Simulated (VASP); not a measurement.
Write the native input for VASP 6.6.1 that does the following.

| Quantity | Value |
| --- | --- |
| Task | relaxation of cell and atoms |
| Functional | LDA |
| Potentials or basis | VASP PAW LDA potentials, release 64 (Ru_pv) |
| Cutoff | 600 eV |
| k mesh | 15 × 15 × 9 |
| Occupations | methfessel-paxton, width 0.1 eV |
| Spin | no spin polarisation |
| Further INCAR settings | ALGO = Normal; EDIFF = 1e-07; IBRION = 2; EDIFFG = -0.005; NSW = 90; ISIF = 3 |

The structure of Ru lies in POSCAR:

```
Ru                                      
1.0
    2.6752210180     -0.0000000000     -0.0000000000
   -1.3376105090      2.3168093624      0.0000000000
   -0.0000000000      0.0000000000      4.2341956417
  Ru            
     2
Direct
     0.3333333332999970    0.6666666667000030    0.2500000000000000
     0.6666666667000030    0.3333333332999970    0.7500000000000000
```

One way to write it, as run:

INCAR

```
ALGO = Normal
EDIFF = 1E-7
EDIFFG = -0.005
ENCUT = 600
GGA = CA
IBRION = 2
ISIF = 3
ISMEAR = 1
KPAR = 2
LASPH = T
LCHARG = F
LREAL = F
LWAVE = F
NELM = 80
NSW = 90
PREC = Accurate
SIGMA = 0.1
```

KPOINTS

```
k-points
0
Gamma
  15 15 9
```

Potentials or basis: VASP PAW LDA potentials, release 64 (Ru_pv).

Run with:

```console
$ cat potpaw_LDA.64/Ru_pv/POTCAR > POTCAR
$ mpirun -np 2 vasp_std > vasp.out
```

It gave:

```json
{"Relaxed volume": "13.12 Å³/atom", "Relaxed cell": "a = 2.675 Å, b = 2.675 Å, c = 4.235 Å, α = 90.00°, β = 90.00°, γ = 120.00°", "Space group after relaxing (to 0.05 Å)": "P6_3/mmc (No. 194)", "Energy gained by relaxing": "0.0 meV/atom", "Ionic steps": "4", "Pressure after relaxing": "0.0 GPa", "Band gap on the k mesh": "none (metal or under the smearing width)"}
```

Run time: 48 s on 2 MPI ranks on Intel(R) Xeon(R) Platinum 8488C (Sapphire Rapids), on a shared host, peak memory 0.18 GiB a rank.
